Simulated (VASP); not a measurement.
# Sn2Ge51P (Cm) in VASP: notebook, part 2 of 2

VASP 6.6.1. The steps go on from the part before.

## Step 3: Relaxation of cell and atoms, LDA

INCAR reads:

```
PREC = Accurate
ENCUT = 350
EDIFF = 1E-7
ISMEAR = 0
SIGMA = 0.05
LREAL = False
LASPH = True
NELM = 100
ALGO = Fast
ISIF = 3
LWAVE = False
LCHARG = False
IBRION = 2
NSW = 40
EDIFFG = -0.02
```

KPOINTS reads:

```
regular mesh
0
Gamma
  2 2 2
```

POSCAR reads:

```
Sn2Ge51P
1.0
    0.0000000000      8.5200000000      8.5200000000
    8.5200000000      0.0000000000      8.5200000000
    8.5200000000      8.5200000000      0.0000000000
Ge P Sn
51 1 2
Direct
    0.0833333300      0.0833333300      0.0833333300
    0.0000000000      0.0000000000      0.3333333300
    0.0833333300      0.0833333300      0.4166666700
    0.0000000000      0.0000000000      0.6666666700
    0.0833333300      0.0833333300      0.7500000000
    0.0000000000      0.3333333300      0.0000000000
    0.0833333300      0.4166666700      0.0833333300
    0.0833333300      0.4166666700      0.4166666700
    0.0000000000      0.3333333300      0.6666666700
    0.0833333300      0.4166666700      0.7500000000
    0.0000000000      0.6666666700      0.0000000000
    0.0833333300      0.7500000000      0.0833333300
    0.0000000000      0.6666666700      0.3333333300
    0.0833333300      0.7500000000      0.4166666700
    0.0000000000      0.6666666700      0.6666666700
    0.0833333300      0.7500000000      0.7500000000
    0.3333333300      0.0000000000      0.0000000000
    0.4166666700      0.0833333300      0.0833333300
    0.3333333300      0.0000000000      0.3333333300
    0.4166666700      0.0833333300      0.4166666700
    0.3333333300      0.0000000000      0.6666666700
    0.4166666700      0.0833333300      0.7500000000
    0.3333333300      0.3333333300      0.0000000000
    0.4166666700      0.4166666700      0.0833333300
    0.3333333300      0.3333333300      0.3333333300
    0.4166666700      0.4166666700      0.4166666700
    0.3333333300      0.3333333300      0.6666666700
    0.4166666700      0.4166666700      0.7500000000
    0.3333333300      0.6666666700      0.0000000000
    0.4166666700      0.7500000000      0.0833333300
    0.3333333300      0.6666666700      0.3333333300
    0.4166666700      0.7500000000      0.4166666700
    0.3333333300      0.6666666700      0.6666666700
    0.4166666700      0.7500000000      0.7500000000
    0.7500000000      0.0833333300      0.0833333300
    0.6666666700      0.0000000000      0.3333333300
    0.7500000000      0.0833333300      0.4166666700
    0.6666666700      0.0000000000      0.6666666700
    0.7500000000      0.0833333300      0.7500000000
    0.6666666700      0.3333333300      0.0000000000
    0.7500000000      0.4166666700      0.0833333300
    0.6666666700      0.3333333300      0.3333333300
    0.7500000000      0.4166666700      0.4166666700
    0.6666666700      0.3333333300      0.6666666700
    0.7500000000      0.4166666700      0.7500000000
    0.6666666700      0.6666666700      0.0000000000
    0.7500000000      0.7500000000      0.0833333300
    0.6666666700      0.6666666700      0.3333333300
    0.7500000000      0.7500000000      0.4166666700
    0.6666666700      0.6666666700      0.6666666700
    0.7500000000      0.7500000000      0.7500000000
    0.0000000000      0.0000000000      0.0000000000
    0.0000000000      0.3333333300      0.3333333300
    0.6666666700      0.0000000000      0.0000000000
```

Potentials or basis: VASP PAW LDA potentials, release 64 (Ge, P, Sn).

On the command line:

```bash
> cat potpaw_LDA.64/Ge/POTCAR potpaw_LDA.64/P/POTCAR potpaw_LDA.64/Sn/POTCAR > POTCAR
> mpirun -np 1 vasp_std > vasp.out
```

It took 3.3 h on 1 thread of AMD EPYC 7R43 (Zen 3), shared host; peak memory 0.92 GiB.

The run converged. Its results:

```yaml
Free_energy: -276.8860 eV
Relaxed_volume: 22.95 Å³/atom
Relaxed_cell: a = 12.047 Å, b = 12.056 Å, c = 12.056 Å, α = 60.05°, β = 60.04°, γ = 60.04°
Space_group_after_relaxing_to_0.05_Å: Cm (No. 8)
Energy_gained_by_relaxing: 13.7 meV/atom
Ionic_steps: 8
Pressure_after_relaxing: 0.0 GPa
Largest_force_after_relaxing: 0.018 eV/Å
Band_gap_on_the_k_mesh: none (metal or under the smearing width)
```

Forces on the atoms (eV/Å):
```
Ge   0.011  0.001  0.001
Ge  -0.006  0.002 -0.007
Ge   0.002 -0.009 -0.008
Ge   0.001 -0.002 -0.004
Ge   0.004  0.013  0.011
Ge  -0.006 -0.007  0.002
Ge   0.002 -0.008 -0.009
Ge   0.011  0.003  0.003
Ge   0.001 -0.002  0.007
Ge  -0.002 -0.001  0.015
Ge   0.001 -0.004 -0.002
Ge   0.004  0.011  0.013
Ge   0.001  0.007 -0.002
Ge  -0.002  0.015 -0.001
Ge  -0.001 -0.006 -0.006
Ge  -0.016  0.002  0.002
Ge  -0.006 -0.007 -0.007
Ge  -0.009 -0.008 -0.008
Ge   0.001 -0.009 -0.001
Ge   0.007  0.014  0.003
Ge  -0.004  0.008 -0.002
Ge   0.000 -0.006 -0.001
Ge   0.001 -0.001 -0.009
Ge   0.007  0.003  0.014
Ge   0.003 -0.004 -0.004
Ge   0.015 -0.004 -0.004
Ge  -0.005 -0.001  0.001
Ge   0.006 -0.016 -0.002
Ge  -0.004 -0.002  0.008
Ge   0.000 -0.001 -0.006
Ge  -0.005  0.001 -0.001
Ge   0.006 -0.002 -0.016
Ge  -0.005  0.002  0.002
Ge   0.002  0.002  0.002
Ge   0.001  0.003  0.003
Ge  -0.010  0.002  0.008
Ge   0.004 -0.001  0.005
Ge  -0.003  0.005 -0.001
Ge   0.003 -0.004 -0.004
Ge  -0.010  0.008  0.002
Ge   0.004  0.005 -0.001
Ge   0.005 -0.001 -0.001
Ge  -0.005 -0.001 -0.001
Ge  -0.009 -0.004  0.000
Ge   0.010  0.000  0.007
Ge  -0.003 -0.001  0.005
Ge   0.003 -0.004 -0.004
Ge  -0.009  0.000 -0.004
Ge   0.010  0.007  0.000
Ge   0.005  0.001  0.001
Ge  -0.003 -0.002 -0.002
P   -0.007  0.002  0.002
Sn   0.000  0.002  0.002
Sn  -0.002 -0.001 -0.001
```

The path:
```csv
step,energy change (eV),largest force (eV/Å),pressure (GPa),volume (Å³)
1,0.0000,1.6509,0.34,1236.94
2,-0.6068,0.4886,-0.28,1245.70
3,-0.6719,0.2555,-0.53,1249.92
4,-0.7279,0.1187,0.18,1235.81
5,-0.7279,0.1178,0.19,1235.55
6,-0.7374,0.0631,0.02,1238.94
7,-0.7379,0.0670,-0.03,1239.87
8,-0.7397,0.0178,-0.01,1239.48
```

Final structure:
```
Ge P Sn
1.0
    -0.00237    8.51878    8.51878
     8.52563   -0.00774    8.52414
     8.52563    8.52414   -0.00774
Ge P Sn
51 1 2
Direct
  0.08260 0.08250 0.08250
  0.99903 0.99729 0.33401
  0.08769 0.07194 0.42036
  0.00096 0.99729 0.66785
  0.08274 0.08305 0.75196
  0.99903 0.33401 0.99729
  0.08769 0.42036 0.07194
  0.08766 0.42022 0.42022
  0.99925 0.33403 0.66934
  0.08349 0.41710 0.74974
  0.00096 0.66785 0.99729
  0.08274 0.75196 0.08305
  0.99925 0.66934 0.33403
  0.08349 0.74974 0.41710
  0.99998 0.66654 0.66654
  0.08337 0.74963 0.74963
  0.33229 0.99885 0.99885
  0.40381 0.08781 0.08781
  0.33360 0.99784 0.33524
  0.41599 0.08412 0.41636
  0.33412 0.99895 0.66780
  0.41707 0.08410 0.74943
  0.33360 0.33524 0.99784
  0.41599 0.41636 0.08412
  0.33512 0.33347 0.33347
  0.41690 0.41659 0.41659
  0.33331 0.33359 0.66638
  0.41676 0.41645 0.74995
  0.33412 0.66780 0.99895
  0.41707 0.74943 0.08410
  0.33331 0.66638 0.33359
  0.41676 0.74995 0.41645
  0.33345 0.66651 0.66651
  0.41714 0.74957 0.74957
  0.75691 0.08638 0.08638
  0.66783 0.99900 0.33571
  0.74941 0.08355 0.41755
  0.66659 0.99954 0.66507
  0.75352 0.08772 0.73748
  0.66783 0.33571 0.99900
  0.74941 0.41755 0.08355
  0.66479 0.33336 0.33336
  0.73788 0.42079 0.42079
  0.66473 0.33522 0.66670
  0.74987 0.41733 0.74939
  0.66659 0.66507 0.99954
  0.75352 0.73748 0.08772
  0.66473 0.66670 0.33522
  0.74987 0.74939 0.41733
  0.66666 0.66680 0.66680
  0.75038 0.74991 0.74991
  0.00180 0.00007 0.00007
  0.99967 0.33343 0.33343
  0.66769 0.99914 0.99914
```

Levels at points of the mesh, in eV from the Fermi level:
| k point | band 105 | band 106 | band 107 | band 108 | band 109 | band 110 | band 111 | band 112 | band 113 | band 114 |
| --- | --- | --- | --- | --- | --- | --- | --- | --- | --- | --- |
| (0.00, 0.00, 0.00) | -0.96 | -0.41 | -0.03 | -0.02 | -0.01 | 0.00 | 0.13 | 0.13 | 0.19 | 0.25 |
| (0.50, 0.00, 0.00) | -0.56 | -0.55 | -0.50 | -0.50 | -0.04 | 0.53 | 0.76 | 0.81 | 0.82 | 0.90 |
| (0.00, 0.50, 0.00) | -0.59 | -0.57 | -0.48 | -0.48 | -0.03 | 0.56 | 0.78 | 0.82 | 0.88 | 0.91 |
| (0.50, 0.50, 0.50) | -0.63 | -0.63 | -0.44 | -0.44 | -0.09 | 0.55 | 0.79 | 0.83 | 0.83 | 0.93 |
| (0.50, 0.50, 0.00) | -0.81 | -0.73 | -0.66 | -0.61 | 0.52 | 0.60 | 1.08 | 1.16 | 1.44 | 1.44 |
| (0.00, 0.50, 0.50) | -0.78 | -0.74 | -0.69 | -0.62 | 0.54 | 0.63 | 1.11 | 1.27 | 1.43 | 1.45 |
